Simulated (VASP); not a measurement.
Given:

```yaml
crystal:
  lattice:
    - [0.00000, 2.69193, 2.69193]
    - [2.69193, 0.00000, 2.69193]
    - [2.69193, 2.69193, 0.00000]
  atoms:
    - { symbol: Co, position: [0.00000, 0.00000, 0.00000] }
    - { symbol: Si, position: [0.25000, 0.25000, 0.25000] }
    - { symbol: Si, position: [0.75000, 0.75000, 0.75000] }
```

These are RPBE GGA, VASP's PBE PAW potentials (set 64) (plane waves; VASP 6.6.1) values and carry that method's errors. Settings: 520 eV cut-off, Gaussian smearing of 0.050 eV, potentials Co Si.

Problem. Give the energies of bands 2 to 11 at the high-symmetry points, in eV from the Fermi level.

Solution. 
```json
[
 {"band": "2", "Γ": "-3.97", "X": "-7.06", "U": "-7.96", "L": "-9.14", "W": "-8.02"},
 {"band": "3", "Γ": "-3.97", "X": "-6.33", "U": "-6.46", "L": "-3.48", "W": "-5.99"},
 {"band": "4", "Γ": "-3.97", "X": "-3.59", "U": "-3.76", "L": "-3.48", "W": "-5.81"},
 {"band": "5", "Γ": "-1.83", "X": "-3.59", "U": "-3.35", "L": "-2.09", "W": "-2.22"},
 {"band": "6", "Γ": "-1.83", "X": "-1.87", "U": "-2.14", "L": "-1.55", "W": "-2.22"},
 {"band": "7", "Γ": "0.73", "X": "-1.87", "U": "-1.69", "L": "-1.55", "W": "-1.87"},
 {"band": "8", "Γ": "3.38", "X": "-1.83", "U": "-1.17", "L": "-0.44", "W": "-1.38"},
 {"band": "9", "Γ": "3.38", "X": "-1.27", "U": "-0.92", "L": "-0.44", "W": "-0.64"},
 {"band": "10", "Γ": "3.38", "X": "1.56", "U": "1.96", "L": "2.73", "W": "3.60"},
 {"band": "11", "Γ": "3.45", "X": "2.96", "U": "4.97", "L": "3.39", "W": "3.60"}
]
```

It has no gap at this level: it comes out as a metal or semimetal.

The compound is CoSi2 in the fluorite structure. It was relaxed first. The run is not spin-polarised, so no magnetic state was tried. The electron count is odd and the run is not spin-polarised, which forces a metal.
